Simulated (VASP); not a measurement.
Shape and ions are relaxed at each volume.

Data:

Space group P6₃mc (No. 186); a = b = 4.1880 Å, c = 6.7961 Å, α = β = 90.00°, γ = 120.00°

```tsv
atom	site	symmetry	x	y	z
Cd	2b	3m.	0.6667	0.3333	0.4999
S	2b	3m.	0.3333	0.6667	0.3771
```

Computed with revTPSS meta-GGA, VASP's PBE PAW potentials (set 64) (plane waves; VASP). Numerical set-up: 520 eV cut-off, 6×6×4 Γ-centred mesh, Gaussian smearing of 0.050 eV, potentials Cd S.

Q: Give the energy at these volumes per atom, relative to the lowest: 24.25, 25.03, 25.80, 26.58, 27.35 Å³.

A: 18.1, 4.3, 0.0, 3.8, 14.4 meV/atom. A third-order Birch-Murnaghan fit gives B0 = 55.5 GPa and B0′ = 4.5.

Measured: bulk modulus 60.7 GPa (computed value off by -8.6 %), as given by Cormac Toher et al., Physical Review Materials (2017), arXiv:1611.05714. The calculation is for a static lattice, while the measured bulk modulus holds thermal and zero-point effects, which are part of the difference.

The compound is CdS in the wurtzite structure. It was relaxed first.
